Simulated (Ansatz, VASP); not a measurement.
# Cross-check of K13Li21C17O51 between VASP and Ansatz

One calculation is typed for both programs; each brings its own data sets. How far apart do they land? The structure shown is frame 84 of Ansatz's trajectory.

Program: Ansatz 0.2.0. Level of theory: plane waves, with VASP 6.6.1 beside it; single point at PBE. Results are calculated unless marked as measured.

## (1) Set-up

The cell holds 102 atoms: 17 C, 51 O, 13 K and 21 Li. Its edges and angles: a = 11.454 Å, b = 11.454 Å, c = 11.454 Å, α = 90.0°, β = 90.0°, γ = 90.0°. As first built, before any earlier steps moved the atoms (in the runner's words): 13 K+, 21 Li+, 17 CO3 2- placed at random, at 1.85 g/cm^3; overlaps pushed apart, then 10 ps at 1500 K with harmonic planar carbonate ions with charges +1 on C and -1 on O; Joung-Cheatham ions (J. Phys. Chem. B 112, 9020 (2008)); charges of ions scaled by 0.8. Snapshot after 20 ps at 1100 K and fixed volume.

## (2) Ansatz: dynamics, PBE

Ansatz runs on its default PAW (the set named soft_2) files.

One frame of this run of dynamics is then solved in both programs, so the motion causes no difference.

Input file input.yaml:

```yaml
crystal:
  lattice:
    - [11.45401, 0.0, 0.0]
    - [0.0, 11.45401, 0.0]
    - [0.0, 0.0, 11.45401]
  atoms:
    - { symbol: C, position: [0.67497, 0.189, 0.61096] }
    - { symbol: O, position: [0.65951, 0.16293, 0.71824] }
    - { symbol: O, position: [0.59459, 0.17723, 0.5325] }
    - { symbol: O, position: [0.75285, 0.26573, 0.58637] }
    - { symbol: C, position: [0.17248, 0.48146, 0.17192] }
    - { symbol: O, position: [0.23062, 0.43652, 0.08719] }
    - { symbol: O, position: [0.2325, 0.55338, 0.23408] }
    - { symbol: O, position: [0.06571, 0.49485, 0.16659] }
    - { symbol: C, position: [0.94486, 0.70639, 0.52348] }
    - { symbol: O, position: [0.05269, 0.68125, 0.48114] }
    - { symbol: O, position: [0.96141, 0.74641, 0.62226] }
    - { symbol: O, position: [0.85657, 0.63373, 0.51721] }
    - { symbol: C, position: [0.4609, 0.72182, 0.05345] }
    - { symbol: O, position: [0.43188, 0.63274, 0.10657] }
    - { symbol: O, position: [0.37971, 0.80417, 0.04566] }
    - { symbol: O, position: [0.56152, 0.72963, 0.99163] }
    - { symbol: C, position: [0.82125, 0.49828, 0.87097] }
    - { symbol: O, position: [0.87381, 0.4408, 0.78983] }
    - { symbol: O, position: [0.74877, 0.57577, 0.83857] }
    - { symbol: O, position: [0.86067, 0.49549, 0.98191] }
    - { symbol: C, position: [0.57839, 0.10925, 0.20857] }
    - { symbol: O, position: [0.57567, 0.00724, 0.17307] }
    - { symbol: O, position: [0.48219, 0.14543, 0.23058] }
    - { symbol: O, position: [0.67058, 0.14512, 0.26285] }
    - { symbol: C, position: [0.93017, 0.3042, 0.26952] }
    - { symbol: O, position: [0.91768, 0.29247, 0.37758] }
    - { symbol: O, position: [0.84903, 0.36425, 0.21849] }
    - { symbol: O, position: [0.00542, 0.23655, 0.21635] }
    - { symbol: C, position: [0.91537, 0.75622, 0.17015] }
    - { symbol: O, position: [0.0087, 0.73596, 0.11534] }
[... 66 atom lines left out ...]
    - { symbol: Li, position: [0.28976, 0.70683, 0.18761] }
    - { symbol: Li, position: [0.95357, 0.33342, 0.07605] }
    - { symbol: Li, position: [0.30625, 0.82551, 0.80196] }
    - { symbol: Li, position: [0.19123, 0.92702, 0.03185] }
    - { symbol: Li, position: [0.78554, 0.6726, 0.68525] }
    - { symbol: Li, position: [0.55296, 0.2043, 0.82897] }
kpoints:
  mp_grid: { grid: [1, 1, 1] }
hamiltonian:
  xc: pbe
scf:
  occupations: { method: fermi_dirac, width: 0.025 }
output:
  forces: true
md:
  timestep: 1.0
  n_steps: 252
  ensemble: nvt_nose_hoover
  temperature: 1100
  initial_velocities: maxwell_boltzmann
  seed: 2598
```

Launch:

```console
> ansatz run input.yaml --threads 4 --pin off --max-ram 8192MiB --backend cpu --events-out ev --progress --plain --runs-dir out
```

Numbers of over 12 decimals in the logs are rounded to 6 here.

The log of the run:

```text
Warning: md: disabling space-group detection — thermal motion breaks the input geometry's symmetry, so no spatial operation reduces the k-mesh or symmetrises the density; time reversal is kept, so that k and −k are solved as one point where they differ and the mesh holds both, and exact exchange and, on two spinor components, a DFT+U term hold to it where the run has them: on two components no moment then forms, and  [...]
Engine: ansatz 0.2.0, aarch64-unknown-linux-gnu
Pseudopotentials: kind: paw
Pseudopotential: C, paw, valence charge 4, recommended cutoff 420 eV (normal), C.paw.azcp
Pseudopotential: O, paw, valence charge 6, recommended cutoff 420 eV (normal), O.paw.azcp
Pseudopotential: K, paw, valence charge 9, recommended cutoff 420 eV (normal), K.paw.azcp
Pseudopotential: Li, paw, valence charge 3, recommended cutoff 420 eV (normal), Li.paw.azcp
Functional definition: PBE
  parameter kappa = 0.804
  parameter beta = 0.066725
  exchange = pbe_x(kappa = kappa, mu = beta*pi^2/3)
  correlation = pbe_c(beta = beta)
Crystal: 102 atoms, lattice volume = 1502.701 Å³
Basis set: ecut = 420 eV, 29423 PW (Γ), exchange–correlation on 160×160×160 points (8 copies of the dense FFT grid, shifted against one another)
Bands: 379, of which v1, the nominal top of the filled ones, is band 277 counted from 1 (276 counted from 0)
Symmetry: 1 space group operations
k-points: 1
Non-local potential: C, projectors of the file, l = 0: 2, l = 1: 2, l = 2: 1
Non-local potential: O, projectors of the file, l = 0: 2, l = 1: 2, l = 2: 1
Non-local potential: K, projectors of the file, l = 0: 3, l = 1: 2, l = 2: 2
Non-local potential: Li, projectors of the file, l = 0: 3, l = 1: 2, l = 2: 1
PAW form: soft (Blöchl's): semilocal exchange-correlation on the pseudo side does not see the compensation charge
PAW one-centre angular grid: C, 110 points (default); XC on 64 Gauss nodes
PAW one-centre angular grid: O, 110 points (default); XC on 64 Gauss nodes
PAW one-centre angular grid: K, 110 points (default); XC on 64 Gauss nodes
PAW one-centre angular grid: Li, 110 points (default); XC on 64 Gauss nodes
Initial density: superposition of atomic densities (neutral atoms: chi_scale 0, normalization atom), corrected by the library's trained network
Initial wavefunctions: pseudopotential atomic-orbital guess
Functional: x = pbe(κ = 0.804, μ = 0.219515), c = pbe(β = 0.066725)
SCF iter   1: F=—  HF=-57527.922078 eV  |F-HF|=—  |Δ(HF+E_count)|=         —  Δρ=2.97e-3  dr2=2.62e-1  ethr=1.77e-3  ⟨swp⟩=6.0  Hψ=1633  notcnv=0  defer=51
preconditioner: auto → Resta (q_TF=auto, 2.310 Å⁻¹)  ε∞=2.9  [insulator: Δε(μ)=2.279 eV  Ē_g=15.399 eV  σ=0.025 eV  W_gap=1.00  n_scr=304 (ndim 8)  ℏωp=21.1 eV  f_vac=0.206  D(μ)=0.00/eV (n_scr^D=0)  ε∞_Penn≈2.9]
SCF iter   2: F=—  HF=-57527.878828 eV  |F-HF|=—  |Δ(HF+E_count)|=   4.32e-2  Δρ=1.54e-3  dr2=6.84e-2  ethr=4.73e-5  ⟨swp⟩=2.0  Hψ=592  notcnv=0  defer=98
SCF iter   3: F=—  HF=-57527.878563 eV  |F-HF|=—  |Δ(HF+E_count)|=   2.65e-4  Δρ=8.57e-4  dr2=2.19e-2  ethr=1.24e-5  ⟨swp⟩=2.0  Hψ=485  notcnv=0  defer=98
SCF iter   4: F=—  HF=-57527.876168 eV  |F-HF|=—  |Δ(HF+E_count)|=   2.39e-3  Δρ=3.81e-4  dr2=2.95e-3  ethr=3.95e-6  ⟨swp⟩=2.0  Hψ=509  notcnv=0  defer=98
SCF iter   5: F=—  HF=-57527.876149 eV  |F-HF|=—  |Δ(HF+E_count)|=   1.96e-5  Δρ=1.81e-4  dr2=4.45e-4  ethr=5.32e-7  ⟨swp⟩=2.0  Hψ=640  notcnv=0  defer=98
SCF iter   6: F=—  HF=-57527.876257 eV  |F-HF|=—  |Δ(HF+E_count)|=   1.08e-4  Δρ=7.22e-5  dr2=7.39e-5  ethr=8.03e-8  ⟨swp⟩=2.0  Hψ=525  notcnv=0  defer=98
SCF iter   7: F=—  HF=-57527.876297 eV  |F-HF|=—  |Δ(HF+E_count)|=   3.94e-5  Δρ=2.74e-5  dr2=1.10e-5  ethr=1.33e-8  ⟨swp⟩=2.0  Hψ=556  notcnv=0  defer=98
SCF iter   8: F=—  HF=-57527.876298 eV  |F-HF|=—  |Δ(HF+E_count)|=   1.57e-6  Δρ=1.30e-5  dr2=2.42e-6  ethr=1.99e-9  ⟨swp⟩=2.0  Hψ=520  notcnv=0  defer=98
SCF iter   9: F=—  HF=-57527.876299 eV  |F-HF|=—  |Δ(HF+E_count)|=   6.83e-7  Δρ=3.83e-6  dr2=2.43e-7  ethr=4.38e-10  ⟨swp⟩=2.0  Hψ=511  notcnv=0  defer=98
SCF iter  10: F=-57527.876299 eV  HF=-57527.876299 eV  |F-HF|=2.55e-8  |Δ(HF+E_count)|=   1.40e-7  Δρ=2.24e-6  dr2=7.06e-8  ethr=1.81e-11  ⟨swp⟩=4.0  Hψ=1068  notcnv=0
SCF 1 converged in 10 iterations: F = -57527.876299 eV  dr2 = 7.06e-8
  greatest PAW one-centre occupation: 1.000 electrons in one spin orbital (limit 2), on the Li atom at site 101 (counted from 0), in its partial waves of l = 0
[...]
md step   250: t =   250.00 fs  T =  1013.7 K  F+E_penalty+E_count = -57535.06186453 eV  E_kin = 13.233714 eV  conserved = -57513.56218306 eV  (10 SCF iters)
[...]
md step   251: t =   251.00 fs  T =  1037.0 K  F+E_penalty+E_count = -57535.39133340 eV  E_kin = 13.538705 eV  conserved = -57513.56205872 eV  (5 SCF iters)
[...]
md step   252: t =   252.00 fs  T =  1069.4 K  F+E_penalty+E_count = -57535.84054513 eV  E_kin = 13.961471 eV  conserved = -57513.56359125 eV  (10 SCF iters)
SCF converged after 10 iterations
Free energy (F): -57535.840545 eV
Harris-Foulkes:  -57535.840545 eV  (|F-HF|=2.76e-9)
Internal energy: -57535.840545 eV  (E = F + TS)
E sigma→0 (E₀):  -57535.840545 eV
Fermi energy:    4.513248 eV
--- Per-component energies (eV) ---
  E_band       = -5473.761333
  E_kinetic    = 14216.247446
  E_local      = -41468.442252  (includes V_loc(G=0)·N_el)
  E_nonlocal   = 2372.077451
  E_hartree    = 15106.680574
  E_xc         = -6550.806971
  E_vxc        = -8229.080410  (∫ρ·V_xc dr)
  E_paw        = -20355.211012  (= ΣΔE_a)
  E_vpaw       = -2578.049177  (= ΣTr[D̂ρ^β])
  E_aug_tail   = 0.125857  (compensation charges beyond the density's cutoff)
  E_ewald      = -20856.511638
  E_smearing   = -0.000000  (= −TS)
  E_closure    = 0.000000  (closes the sum)
  Σ components = -57535.840545   (vs F -57535.840545, Δ=0.00e0)
--- Forces (eV/Å), atoms counted from 1 ---
  atom   1  C     -4.04182405    -0.85159794     1.38253960
  atom   2  O      0.53545075     0.49228730    -0.52445291
  atom   3  O      2.26984168     0.53410521     0.36714963
  atom   4  O      0.44232559     0.21688506    -0.37854307
  atom   5  C     -0.72397038    -1.10526273     0.28323498
  atom   6  O      0.80182040     0.50819831     0.03063767
  atom   7  O      0.79002311     0.74854311     0.36224193
  atom   8  O      0.23663415    -0.18240991    -0.19472638
  atom   9  C      1.17534342     3.61700607     4.33473508
  atom  10  O     -2.25501843    -1.87444942    -0.60012671
  atom  11  O      0.11440928    -3.38720563    -2.51801418
  atom  12  O      1.21973563     1.12225404    -1.81988018
  atom  13  C      2.28129506    -1.58593886    -0.29782529
  atom  14  O     -0.48699111     2.38563320     0.16389016
  atom  15  O     -0.04914986    -3.28643912    -0.68024440
  atom  16  O     -2.41259536     1.10834649    -0.35735039
  atom  17  C     -0.84209908     1.25338494     3.20617225
  atom  18  O     -0.25623498    -1.02799048    -2.09912177
  atom  19  O      0.93185580    -1.26406301     0.24239122
  atom  20  O     -2.16015115     2.23368367    -0.40298804
  atom  21  C      3.21643331    -3.10834737     2.15150709
  atom  22  O     -0.01275576     4.01747324     0.59263133
  atom  23  O      0.52128575     2.34499403    -0.81642532
  atom  24  O     -2.84550659    -2.31521464    -1.84712985
[...]
atom  95  Li     0.08601846    -0.00373501     0.25903666
  atom  96  Li     0.13862832     0.28220778    -0.35330761
  atom  97  Li    -0.34758125     0.01159743    -0.64858414
  atom  98  Li     0.70049668     0.13241321    -0.19611777
  atom  99  Li    -0.36626562     0.13910299     0.13592000
  atom 100  Li     0.60942834    -0.55570819    -0.25524818
  atom 101  Li     0.03059996     0.69944102     0.26838237
  atom 102  Li     0.51976664    -0.47030758    -0.37941046
  max |Σ_I F_I| component: 7.80e-5 eV/Å
--- MD trajectory: 252 steps, t = 0.0 → 252.0 fs ---
  final state: T = 1069.4 K   F+E_penalty+E_count = -57535.84054513 eV   E_kin = 13.961471 eV
  conserved energy: peak-to-peak 8.448e-2 eV (8.282e-4 eV/atom) over 252.0 fs
```

## (3) VASP: single point, PBE

The same cell, functional, mesh and smearing now go to VASP, with its own data sets.

Lines of VASP's logs that name or quote its potential files are left out, and so is its time.

Input file INCAR:

```
SYSTEM = K13Li21C17O51
PREC = Accurate
ENCUT = 650
EDIFF = 1E-06
NELM = 120
ISMEAR = -1
SIGMA = 0.025
LREAL = Auto
ALGO = Normal
GGA = PE
NBANDS = 352
LORBIT = 11
LWAVE = .FALSE.
LCHARG = .FALSE.
ISIF = 2
LASPH = .TRUE.
GGA_COMPAT = .FALSE.
EFERMI = MIDGAP
NCORE = 2
```

Input file POSCAR:

```
K13Li21C17O51
1.0
   11.4540100000      0.0000000000      0.0000000000
    0.0000000000     11.4540100000      0.0000000000
    0.0000000000      0.0000000000     11.4540100000
C O K Li
17 51 13 21
Direct
    0.6789674533      0.1811330704      0.6317350867
    0.2189189638      0.4409809316      0.1950583246
    0.9310451100      0.6797532043      0.5252221711
    0.4438270964      0.7387631057      0.0263925036
    0.8509858120      0.5023568165      0.9024350424
    0.5866242478      0.1275797734      0.2414962096
    0.8996499916      0.2886849234      0.2613931715
    0.9179143374      0.7202630345      0.1476426160
    0.2363015223      0.8868859028      0.6310715636
    0.1290552392      0.1813949874      0.5350353282
    0.5881171747      0.5125104658      0.4488995557
    0.1597431816      0.8857160069      0.2672251901
    0.3826520144      0.1010475807      0.9108425783
    0.6232664368      0.8436346747      0.7310802068
    0.9728208723      0.1152434824      0.9284608622
    0.2218786259      0.5206560846      0.7812460440
    0.6220878103      0.3220880722      0.9617767053
    0.7004184561      0.1463068393      0.7435038035
    0.5854805435      0.1405708568      0.5695210673
    0.7254402607      0.2714595151      0.5975199952
    0.3000608521      0.3916183066      0.1244629610
    0.2382397082      0.5349392920      0.2531951692
    0.1066264129      0.4057269026      0.1689190074
    0.0302688753      0.6423601865      0.4933468715
    0.9392169205      0.7459570928      0.6354804998
    0.8237639045      0.6222886133      0.5130342998
    0.4211363531      0.6242180686      0.0379605047
    0.3595596651      0.8128856182      0.0699056488
    0.5335162096      0.7761735846      0.9691016509
    0.8786529783      0.4119168745      0.8442458143
[... 66 atom lines left out ...]
    0.3165005094      0.6946475514      0.1777456105
    0.9101965163      0.3475027523      0.0270298350
    0.3302686134      0.8694858831      0.8752655184
    0.1764796783      0.9814990558      0.0368517227
    0.7968999503      0.6981048559      0.6751871179
    0.5708131912      0.1876897261      0.8308356637
```

Input file KPOINTS:

```
Automatic mesh
0
Gamma
1 1 1
0 0 0
```

The projector-augmented-wave data sets are C, O, K_sv and Li_sv (PBE family, release 64).

Launch:

```console
> mpirun -np 8 vasp_gam
```

The log of the run:

```text
[banner, memory and clock lines left out]
running    8 mpi-ranks, on    1 nodes
[...]
LDA part: xc-table for (Slater+PW92), standard interpolation
 POSCAR, INCAR and KPOINTS ok, starting setup
[...]
entering main loop
       N       E                     dE             d eps       ncg     rms          rms(c)
DAV:   1     0.728176532022E+04    0.72818E+04   -0.34413E+05   704   0.193E+03
DAV:   2     0.175832385188E+03   -0.71059E+04   -0.67053E+04   840   0.504E+02
DAV:   3    -0.627731149677E+03   -0.80356E+03   -0.79536E+03   904   0.175E+02
DAV:   4    -0.685133634355E+03   -0.57402E+02   -0.57117E+02  1136   0.412E+01
[...]
DAV:  18    -0.625385020466E+03    0.73710E-05   -0.25326E-05   856   0.140E-02    0.545E-03
DAV:  19    -0.625385018432E+03    0.20347E-05   -0.13076E-05   992   0.977E-03    0.318E-03
DAV:  20    -0.625385018342E+03    0.89676E-07   -0.46086E-06   744   0.434E-03
   1 F= -.62538502E+03 E0= -.62538502E+03  d E =-.325508E-20
```

OUTCAR, selected parts (step 3):

```text
  FREE ENERGIE OF THE ION-ELECTRON SYSTEM (eV)
  ---------------------------------------------------
  free  energy   TOTEN  =      -625.3850183420 eV

  energy  without entropy=     -625.3850183420  energy(sigma->0) =     -625.38501834
```

The run ends at a pressure of -4.44 GPa, with forces up to 7.1 eV/Å.

## (4) Differences

Known differences besides the potentials themselves: the cutoff is 420 eV in Ansatz and 650 eV in VASP (PREC = Accurate, projectors in real space). Total energies have different zeros and are not compared.

Forces on 10 of the 102 atoms, those with the largest forces and the largest differences (eV/Å; atoms numbered as in POSCAR):

```
atom         Ansatz x, y, z           VASP x, y, z
  C3  -1.378, -1.919, 6.611  -1.518, -1.778, 6.614
  C9   5.613, -3.501, 2.781   5.481, -3.478, 2.816
 C11  -1.503, 3.950, -4.233  -1.449, 4.014, -4.303
 C17  -4.811, 2.865, -1.919  -4.875, 3.003, -1.967
 O20   2.236, 2.195, -1.602   2.399, 2.528, -1.733
 O34  4.382, -0.918, -3.531  4.315, -0.888, -3.498
 O54   1.101, 1.160, -0.110    1.408, 1.076, 0.045
 O58   0.835, -0.774, 1.504   0.602, -0.544, 1.541
 O61   -0.485, 3.087, 5.152   -0.468, 3.060, 5.107
 O63   0.608, -4.606, 3.137   0.715, -4.499, 3.160
```

The forces differ by 94 meV/Å r.m.s., which is 5.2 % of the r.m.s. force of 1.808 eV/Å (both taken over all components).

## (5) Outcome

```yaml
r_m_s_force_difference_single_point_pbe: 5.2 % of the r.m.s. force
```

**Reading.** The r.m.s. force difference is 5.2 % of the r.m.s. force (single point, PBE), beyond the 3 % picked in this series as the mark of a large difference. What causes the difference of the single point, PBE pair stays open here. 2 further runs of this series are not shown here. Such differences can come from data sets, numerical settings and the points named under the comparisons, not from the functional's error against experiment.

[Lines on the potential files, build, host, timing and source positions are cut from VASP's logs without a mark.]

[Logs are printed without paths, hosts, clocks, repeated set-up lines and the standing remarks that a program may print on its own settings, such as how far it seeks lower states.]

[Hosts, paths, dates, database ids (printed as entryN), source tags and the programs' standing remarks are cut or masked in the printed files.]
